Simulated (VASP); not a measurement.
Input of a VASP 6.6.1 run:

File INCAR:

```
SYSTEM = CaPd4
PREC     = Accurate       ! precision mode
ENCUT    = 520            ! plane-wave cutoff, eV
EDIFF    = 1E-6           ! SCF threshold, eV
ISMEAR   = 0              ! smearing method
SIGMA    = 0.1            ! smearing width, eV
LREAL    = .FALSE.        ! projectors in reciprocal space
LASPH    = .TRUE.         ! aspherical terms in the spheres
NELM     = 100            ! most SCF steps
ALGO     = Fast           ! electronic algorithm
ISIF     = 2              ! what is computed and relaxed
LWAVE    = .FALSE.        ! write WAVECAR
LCHARG   = .FALSE.        ! write CHGCAR
GGA      = PE             ! functional
NBANDS   = 33             ! bands
```

The input KPOINTS:

```
Automatic mesh
0
G
  8 8 8
  0 0 0
```

File POSCAR:

```
CaPd4
1.0
    4.8249941028      0.0000000000      0.0000000000
    0.0000000000      4.8249941028      0.0000000000
    0.0000000000      0.0000000000      4.8249941028
Ca Pd
1 4
Direct
    0.5000000000      0.5000000000      0.5000000000
    0.0000000000      0.5000000000      0.5000000000
    0.5000000000      0.0000000000      0.5000000000
    0.5000000000      0.5000000000      0.0000000000
    0.0000000000      0.0000000000      0.0000000000
```

Potentials or basis: VASP PAW PBE potentials, release 64 (Ca_sv, Pd).

Command:

```console
$ cat potpaw_PBE.64/Ca_sv/POTCAR potpaw_PBE.64/Pd/POTCAR > POTCAR
$ mpirun -np 1 vasp_std > vasp.out
```

Problem. What does it give for the band gap on the k mesh?

Solution. None (metal or under the smearing width).

Problem. Predict the pressure.

Solution. 0.3 GPa.
